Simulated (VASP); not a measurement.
OSZICAR of a VASP run on AlN (wurtzite):

### OSZICAR
```
       N       E                     dE             d eps       ncg     rms          rms(c)
DAV:   1     0.432857165155E+02    0.43286E+02   -0.78106E+03   720   0.122E+03
DAV:   2    -0.452903339757E+02   -0.88576E+02   -0.80733E+02  1028   0.231E+02
DAV:   3    -0.499265350088E+02   -0.46362E+01   -0.46095E+01   936   0.594E+01
DAV:   4    -0.499697812212E+02   -0.43246E-01   -0.43240E-01   800   0.650E+00
DAV:   5    -0.499704032190E+02   -0.62200E-03   -0.62198E-03   932   0.804E-01    0.125E+01
DAV:   6    -0.394226577694E+02    0.10548E+02   -0.18707E+01   856   0.321E+01    0.530E+00
DAV:   7    -0.403830605382E+02   -0.96040E+00   -0.11566E+00   728   0.117E+01    0.329E+00
DAV:   8    -0.422745781538E+02   -0.18915E+01   -0.19782E+00   824   0.122E+01    0.230E+00
DAV:   9    -0.402966082163E+02    0.19780E+01   -0.13038E+00   788   0.108E+01    0.521E-01
DAV:  10    -0.409139415024E+02   -0.61733E+00   -0.23688E-01   736   0.633E+00    0.366E-01
DAV:  11    -0.408695559654E+02    0.44386E-01   -0.12772E-02   752   0.167E+00    0.322E-01
DAV:  12    -0.408741550902E+02   -0.45991E-02   -0.70049E-03   888   0.763E-01    0.122E-01
DAV:  13    -0.408745906231E+02   -0.43553E-03   -0.15752E-02   720   0.206E+00    0.463E-02
DAV:  14    -0.408756451789E+02   -0.10546E-02   -0.35423E-04   924   0.266E-01    0.379E-02
DAV:  15    -0.408758608903E+02   -0.21571E-03   -0.46071E-05   776   0.817E-02    0.379E-02
DAV:  16    -0.408760051073E+02   -0.14422E-03   -0.15458E-04   720   0.201E-01    0.194E-02
DAV:  17    -0.408759811874E+02    0.23920E-04   -0.25848E-05   728   0.832E-02    0.130E-02
DAV:  18    -0.408759446534E+02    0.36534E-04   -0.45729E-06   852   0.282E-02    0.129E-02
DAV:  19    -0.408759465790E+02   -0.19256E-05   -0.21958E-06   804   0.140E-02    0.773E-03
DAV:  20    -0.408759423360E+02    0.42431E-05   -0.40833E-06   868   0.162E-02    0.142E-03
DAV:  21    -0.408759501824E+02   -0.78464E-05   -0.40844E-07   724   0.860E-03    0.207E-03
DAV:  22    -0.408759545539E+02   -0.43715E-05   -0.80955E-08   496   0.473E-03    0.277E-04
DAV:  23    -0.408759549007E+02   -0.34682E-06   -0.77862E-09   364   0.152E-03    0.669E-05
DAV:  24    -0.408759547224E+02    0.17829E-06   -0.43870E-09   360   0.102E-03    0.587E-05
DAV:  25    -0.408759547922E+02   -0.69855E-07   -0.25650E-10   360   0.246E-04
   1 F= -.40875955E+02 E0= -.40875955E+02  d E =-.408760E+02
       N       E                     dE             d eps       ncg     rms          rms(c)
DAV:   1    -0.408761188564E+02   -0.16413E-03   -0.91537E-03   720   0.929E-01    0.420E-02
DAV:   2    -0.408760932288E+02    0.25628E-04   -0.91576E-05   880   0.111E-01    0.253E-02
DAV:   3    -0.408760545487E+02    0.38680E-04   -0.75822E-05   740   0.107E-01    0.624E-03
DAV:   4    -0.408760706885E+02   -0.16140E-04   -0.21857E-05   720   0.661E-02    0.175E-03
DAV:   5    -0.408760630776E+02    0.76109E-05   -0.21315E-06   820   0.215E-02    0.173E-03
DAV:   6    -0.408760655130E+02   -0.24354E-05   -0.60664E-07   740   0.119E-02    0.241E-04
DAV:   7    -0.408760663731E+02   -0.86013E-06   -0.18026E-07   528   0.687E-03    0.955E-05
DAV:   8    -0.408760662226E+02    0.15048E-06   -0.22744E-08   416   0.198E-03    0.586E-05
DAV:   9    -0.408760664014E+02   -0.17875E-06   -0.39317E-09   360   0.833E-04    0.317E-05
DAV:  10    -0.408760662974E+02    0.10393E-06   -0.37461E-10   360   0.249E-04    0.250E-05
DAV:  11    -0.408760663296E+02   -0.32210E-07   -0.20134E-10   360   0.215E-04
   2 F= -.40876066E+02 E0= -.40876066E+02  d E =-.111537E-03
       N       E                     dE             d eps       ncg     rms          rms(c)
DAV:   1    -0.408760951913E+02   -0.28894E-04   -0.25000E-03   720   0.486E-01    0.219E-02
DAV:   2    -0.408760908888E+02    0.43026E-05   -0.24985E-05   880   0.580E-02    0.132E-02
DAV:   3    -0.408760712402E+02    0.19649E-04   -0.20587E-05   740   0.558E-02    0.327E-03
DAV:   4    -0.408760833950E+02   -0.12155E-04   -0.59057E-06   720   0.343E-02    0.916E-04
DAV:   5    -0.408760791940E+02    0.42010E-05   -0.57143E-07   820   0.111E-02    0.900E-04
DAV:   6    -0.408760805808E+02   -0.13868E-05   -0.15861E-07   516   0.615E-03    0.142E-04
DAV:   7    -0.408760808584E+02   -0.27760E-06   -0.55534E-08   488   0.365E-03    0.570E-05
DAV:   8    -0.408760809106E+02   -0.52192E-07   -0.76869E-09   364   0.117E-03
   3 F= -.40876081E+02 E0= -.40876081E+02  d E =-.126118E-03
```

Problem. Which electronic solver shows in the log?

Solution. It is blocked Davidson (ALGO = Normal, or the opening steps of other solvers). The INCAR had ALGO = Normal.

Problem. Can the final energy be trusted as converged?

Solution. The calculation finished and met its thresholds. It stopped with EDIFF = 1E-7, NELM = 100, NSW = 30 and EDIFFG = -0.01 after 3 ionic steps (SCAN meta-GGA, plane waves, VASP's PBE PAW potentials (set 64)).

The compound is AlN in the wurtzite structure. This cell is one point of a volume scan, at 1.03 of the reference volume. Symmetry was kept, so distortions that lower it aren't found.
